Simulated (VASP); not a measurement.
OSZICAR of a VASP run on SnSe2 (1T layered):

OSZICAR:
```
       N       E                     dE             d eps       ncg     rms          rms(c)
DAV:   1     0.194726506014E+03    0.19473E+03   -0.12495E+04   824   0.177E+03
DAV:   2     0.102580773211E+02   -0.18447E+03   -0.18119E+03   840   0.392E+02
DAV:   3    -0.113695474064E+02   -0.21628E+02   -0.21006E+02  1100   0.123E+02
DAV:   4    -0.120324507306E+02   -0.66290E+00   -0.66216E+00   948   0.217E+01
DAV:   5    -0.120474928882E+02   -0.15042E-01   -0.15037E-01  1241   0.352E+00    0.489E+00
DAV:   6    -0.118090613148E+02    0.23843E+00   -0.63047E-01  1203   0.851E+00    0.317E+00
DAV:   7    -0.117949990059E+02    0.14062E-01   -0.14693E-01  1006   0.268E+00    0.103E+00
DAV:   8    -0.117952811131E+02   -0.28211E-03   -0.11824E-02  1047   0.108E+00    0.269E-01
DAV:   9    -0.117957877289E+02   -0.50662E-03   -0.14472E-03   960   0.313E-01    0.802E-02
DAV:  10    -0.117957963045E+02   -0.85756E-05   -0.12570E-04  1135   0.842E-02    0.313E-02
DAV:  11    -0.117958271904E+02   -0.30886E-04   -0.50790E-05   884   0.437E-02    0.952E-03
DAV:  12    -0.117958271966E+02   -0.61814E-08   -0.22015E-06   900   0.135E-02
   1 F= -.12886998E+02 E0= -.12886998E+02  d E =-.128870E+02
```

Problem. Which electronic solver shows in the log?

Solution. It is blocked Davidson (ALGO = Normal, or the opening steps of other solvers). The INCAR had ALGO = Normal.

Problem. Can the final energy be trusted as converged?

Solution. Self-consistency was reached. It stopped with EDIFF = 1E-6, NELM = 100, NSW = 60 and EDIFFG = -0.02 after 1 ionic step (PBE GGA with D3 dispersion (Becke-Johnson damping), plane waves, VASP's PBE PAW potentials (set 64)).

The compound is SnSe2 in the 1T layered structure. It was relaxed first. The start is the result of an earlier pass.
